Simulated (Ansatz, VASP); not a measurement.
# One calculation of HfTa, two programs

INCAR

```
SYSTEM = HfTa
ALGO = Normal
EDIFF = 1E-7
ENCUT = 520
GGA = RE
ISIF = 2
ISMEAR = -1
LASPH = .TRUE.
LCHARG = .FALSE.
LREAL = .FALSE.
LWAVE = .FALSE.
NBANDS = 18
NELM = 100
PREC = Accurate
SIGMA = 0.05
```

File KPOINTS:

```
k-points
0
G
  6 6 3
  0 0 0
```

The input POSCAR:

```
HfTa
1.0
    1.7127470000     -2.3996010000      0.0000000000
    1.7127470000      2.3996010000      0.0000000000
    0.0000000000      0.0000000000      4.8475550000
Ta Hf
1 1
Direct
    0.5000000000      0.5000000000      0.5000000000
    0.0000000000      0.0000000000      0.0000000000
```

Contents of input.yaml:

```yaml
crystal:
  lattice:
    - [1.712747, -2.399601, 0.0]
    - [1.712747, 2.399601, 0.0]
    - [0.0, 0.0, 4.847555]
  atoms:
    - { symbol: Ta, position: [0.5, 0.5, 0.5] }
    - { symbol: Hf, position: [0.0, 0.0, 0.0] }
hamiltonian:
  xc: revpbe
  pseudopotentials: { kind: paw }
kpoints:
  mp_grid: { grid: [6, 6, 3] }
  band_path:
    path:
      - [[0.0, 0.0, 0.0], [0.377364493, 0.377364493, 0.0], [0.0, 0.5, 0.0], [0.0, 0.5, 0.5], [0.377364493, 0.377364493, 0.5], [0.0, 0.0, 0.5], [0.0, 0.0, 0.0], [-0.5, 0.5, 0.0], [-0.377364493, 0.622635507, 0.0], [-0.377364493, 0.622635507, 0.5], [-0.5, 0.5, 0.5], [-0.5, 0.5, 0.0]]
      - [[0.0, 0.0, 0.5], [-0.5, 0.5, 0.5]]
    npoints: 14
scf:
  occupations: { method: fermi_dirac, width: 0.05 }
  n_extra_bands: 6
output:
  forces: true
  stress: true
  eigenvalues: true
  fatbands: true
```

The cell comes from a database or a generator and needn't be the stable form of this composition.

Alike in both runs: functional revPBE; k mesh 6 × 6 × 3; occupations fermi-dirac, width 0.05 eV; no spin polarisation.

|  | VASP | Ansatz |
| --- | --- | --- |
| version | VASP 6.6.1 | Ansatz 0.2.0 |
| potentials or method | VASP PAW PBE potentials, release 64 (Ta_pv, Hf_pv) | Ansatz PAW |
| plane-wave cutoff (eV) | 520 | 420 |
| valence electrons in the cell | 21 | 39 |
| task | single point | band structure |

VASP gave:

- gap on the k mesh at the Fermi level (eV): none
- pressure (GPa): 2.7
- largest component of the traceless stress (GPa): 2.10

Question: What did Ansatz give for the same quantities?

Answer: gap on the k mesh at the Fermi level (eV): none; pressure (GPa): 3.0; largest component of the traceless stress (GPa): 2.10.

A gap of «none» marks a metal or a gap that the smearing closes. The two sets of potentials don't hold the same shells in valence.

Caveats: the k mesh is coarse (spacing up to 0.43 Å⁻¹), so the values aren't converged; the PAW data sets were made with another functional, which shifts forces and pressure a little (VASP); spin-orbit coupling is left out, which moves the levels of the heavy elements (Ansatz); the PAW data sets come from PBE, with cores solved anew for the run's functional, which leaves a small shift of forces and pressure (Ansatz). The runs have no spin-orbit coupling, so splittings on Hf, Ta are missing.
